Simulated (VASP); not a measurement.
Input:

```yaml
crystal:
  lattice:
    - [4.75759, 0.00000, 0.00000]
    - [0.00000, 4.75759, 0.00000]
    - [0.00000, 0.00000, 4.75759]
  atoms:
    - { symbol: Ag, position: [0.75000, 0.25000, 0.75000] }
    - { symbol: Ag, position: [0.25000, 0.75000, 0.75000] }
    - { symbol: Ag, position: [0.75000, 0.75000, 0.25000] }
    - { symbol: Ag, position: [0.25000, 0.25000, 0.25000] }
    - { symbol: O, position: [0.00000, 0.00000, 0.00000] }
    - { symbol: O, position: [0.50000, 0.50000, 0.50000] }
```

These are rev-vdW-DF2, VASP's PBE PAW potentials (set 64) (plane waves; VASP) values and carry that method's errors. Numerical set-up: 520 eV cut-off, 7×7×7 Γ-centred mesh, tetrahedra with Blöchl corrections, potentials Ag O.

Q: Predict the energy per atom (σ→0), band gap (on the k-mesh) with the smallest direct gap where there is one.

A: 
```
Property                                      Value
-----------------------------------  --------------
band gap (on the k-mesh)                    0.03 eV
smallest direct gap (on the k-mesh)         0.03 eV
energy per atom (σ→0)                -1.329 eV/atom
```

Total energies compare only between runs with the same potentials, cut-off and functional.

The compound is Ag2O in the cuprite structure. It was relaxed first.
